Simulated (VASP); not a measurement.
Shape and ions are relaxed at each volume.

Energy against volume of WSi$_{2}$ (MoSi2 type). Method: revPBE GGA, VASP's PBE PAW potentials (set 64) (plane waves; VASP).

| V (Å³/atom) | E (eV/atom) |
|---|---|
| 12.955 | -7.92838 |
| 13.368 | -7.95689 |
| 13.782 | -7.96588 |
| 14.195 | -7.95827 |
| 14.609 | -7.93660 |

### Question
Fit a third-order Birch-Murnaghan equation of state.

### Answer

The volume per atom is 13.79 Å^3/atom and the bulk modulus comes out as 2130 kbar. The pressure derivative of the bulk modulus is 4.46.

The compound is WSi2 in the MoSi2 type structure. It was relaxed first.
